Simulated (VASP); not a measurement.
Computed with PBEsol GGA, VASP's PBE PAW potentials (set 64) (plane waves; VASP 6.6.1).

VASP input:

POSCAR:
```
Lu
1
    3.4926390000     0.0000000000     0.0000000000
   -1.7463200000     3.0247140000     0.0000000000
    0.0000000000     0.0000000000    11.2375900000
Lu
4
Direct
 -0.0244230000  -0.0158060000  -0.0004190000
 -0.0085410000  -0.0025410000   0.5064470000
  0.3561310000   0.6721410000   0.2470510000
  0.6768340000   0.3462050000   0.7469200000
```

KPOINTS:
```
Automatic
0
gamma
5 5 2
```

INCAR:
```
SYSTEM = Lu
PREC = Accurate; ENCUT = 300; LREAL = .FALSE.
LASPH = .TRUE.
EDIFF = 1E-6; NELM = 100; ALGO = Normal
LMAXMIX = 6
ISMEAR = 0; SIGMA = 0.1
GGA = PS
ISIF = 2
LWAVE = .FALSE.; LCHARG = .FALSE.
```

POTCAR, in this order: Lu_3 (PBE.64 set). Program: vasp_std.

At this cut-off the stress carries a Pulay error, which pulls relaxed volumes low.

**Question.** Predict the energy per atom (σ→0), pressure, largest force, band gap (on the k-mesh).

**Answer.** 
```json
{
  "energy per atom (σ→0)": "-4.814 eV/atom",
  "band gap (on the k-mesh)": "none (metal, semimetal or under 0.01 eV)",
  "pressure": "-2.81 GPa",
  "largest_force": "0.349 eV/Å"
}
```

File OSZICAR:
```
...
DAV:  10    -0.192718368904E+02   -0.14881E-02   -0.88990E-02  2088   0.216E+00    0.377E-01
DAV:  11    -0.192718900408E+02   -0.53150E-04   -0.15732E-02  1976   0.105E+00    0.204E-01
DAV:  12    -0.192718695622E+02    0.20479E-04   -0.38222E-03  2120   0.605E-01    0.823E-02
DAV:  13    -0.192719048852E+02   -0.35323E-04   -0.10558E-03  2112   0.337E-01    0.388E-02
DAV:  14    -0.192719177099E+02   -0.12825E-04   -0.27799E-04  1888   0.127E-01    0.136E-02
DAV:  15    -0.192719204356E+02   -0.27257E-05   -0.49676E-05  1744   0.719E-02    0.105E-02
DAV:  16    -0.192719203337E+02    0.10185E-06   -0.89922E-06  1040   0.383E-02
   1 F= -.19271920E+02 E0= -.19255024E+02  d E =-.337918E-01
```

The structure was generated: Lu was put into an ordered model structure, which need not be its known phase. The cell was not relaxed at this level, atoms are displaced from their ideal sites. The k-mesh is coarse (spacing up to 0.42 per Å, 2π included), so the numbers may not be converged in it. The run is one of a series of settings (GGA = PS against the base run), some of them coarse on purpose.
